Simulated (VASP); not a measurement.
An input for Quantum ESPRESSO's pw.x (written as the equivalent of a VASP run, and not itself run):

```
&CONTROL
  calculation = 'vc-relax'
  pseudo_dir = './pseudo'
  outdir = './out'
  tprnfor = .true.
  tstress = .true.
  nstep = 60
  forc_conv_thr = 0.00078
/
&SYSTEM
  ibrav = 0
  nat = 4
  ntyp = 2
  ecutwfc = 84
  occupations = 'smearing'
  smearing = 'gaussian'
  degauss = 0.003675
  input_dft = 'vdw-df-obk8'
/
&ELECTRONS
  conv_thr = 7.3e-08
  electron_maxstep = 100
/
&IONS
/
&CELL
/
ATOMIC_SPECIES
  Pb 207.200 Pb.upf
  O 15.999 O.upf
CELL_PARAMETERS angstrom
     3.9897209    0.0000000    0.0000000
     0.0000000    3.9897209    0.0000000
     0.0000000   -0.0000000    5.0319030
ATOMIC_POSITIONS crystal
  Pb   0.5000000  0.0000000  0.7642972
  Pb   0.0000000  0.5000000  0.2357028
  O    0.5000000  0.5000000  1.0000000
  O    0.0000000  0.0000000  0.0000000
K_POINTS automatic
  5 5 4 0 0 0
```

Q: Translate this input to VASP (INCAR, KPOINTS, POSCAR, choice of POTCAR).

A: One answer among several that fit: 
### INCAR
```
# general
SYSTEM   = PbO
PREC     = Accurate
ENCUT    = 520
LREAL    = .False.
LASPH    = .True.

# electronic loop
EDIFF    = 1E-6
NELM     = 100
ALGO     = Normal
LMAXMIX  = 4

# smearing
ISMEAR   = 0
SIGMA    = 0.05

# functional
GGA      = BO
LUSE_VDW = .True.
AGGAC    = 0.0
PARAM1   = 0.1833333333
PARAM2   = 0.22

# ions
IBRION   = 2
NSW      = 60
ISIF     = 3
EDIFFG   = -0.02

# output
LWAVE    = .False.
LCHARG   = .False.
```

File POSCAR:
```
PbO
1.0
  3.9897209467   0.0000000000   0.0000000000
  0.0000000000   3.9897209467   0.0000000000
  0.0000000000   0.0000000000   5.0319030167
Pb O
2 2
direct
  0.5000000000   0.0000000000   0.7642971502
  0.0000000000   0.5000000000   0.2357028498
  0.5000000000   0.5000000000   1.0000000000
  0.0000000000   0.0000000000   0.0000000000
```

KPOINTS:
```
Automatic mesh
0
Gamma
5 5 4
0 0 0
```

POTCAR, in this order: Pb_d O (PBE.64 set). Program: vasp_std.

The two are equivalent in intent, not identical: the potentials are each code's own (VASP's PAW set, PseudoDojo norm-conserving files in pw.x), so ENCUT and ecutwfc are chosen apart and not converted; conv_thr bounds pw.x's estimated SCF error, while EDIFF bounds the energy change between steps; forc_conv_thr acts on force components and is met together with etot_conv_thr.

The compound is PbO in the litharge structure. This run relaxes it. Symmetry was kept, so distortions that lower it aren't found. The start is the result of an earlier pass.
